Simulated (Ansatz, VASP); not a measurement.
**Al3B2P in VASP and in Ansatz**

```
Al B P
1.0
     3.36204    0.00000    0.00000
    -1.68102    2.91161    0.00000
     0.00000    0.00000    7.94281
Al B P
3 2 1
Cartesian
  0.0000 1.9411 1.6908
  1.6810 0.9705 6.2520
  0.0000 0.0000 3.9714
  0.0000 1.9411 5.0875
  1.6810 0.9705 2.8553
  0.0000 0.0000 0.0000
```

Change from the starting cell: species swapped into the Mn2NiO3 type (P-3m1, No. 164).

Alike in both runs: functional PBE; k mesh 6 × 6 × 2; occupations gaussian, width 0.1 eV; no spin polarisation.

Ansatz relaxed the structure, and its values are those at the end. VASP's run is a single point on that final structure, the one shown.

|  | VASP | Ansatz |
| --- | --- | --- |
| version | VASP 6.6.1 | Ansatz 0.2.0 |
| potentials or method | VASP PAW PBE potentials, release 64 (Al, B, P) | scalar-relativistic, plane waves, PAW |
| plane-wave cutoff (eV) | 520 | 420 |
| valence electrons in the cell | 20 | 20 |

|  | VASP | Ansatz | Ansatz less VASP |
| --- | --- | --- | --- |
| gap on the k mesh at the Fermi level (eV) | none | none | - |
| pressure (GPa) | -0.1 | -0.1 | +0.06 |

A gap of «none» marks a metal or a gap that the smearing closes. With one functional, cell and mesh, what is left measures potentials, basis and numerics.

Caveats: the k mesh is coarse (spacing up to 0.40 Å⁻¹), so the values aren't converged.
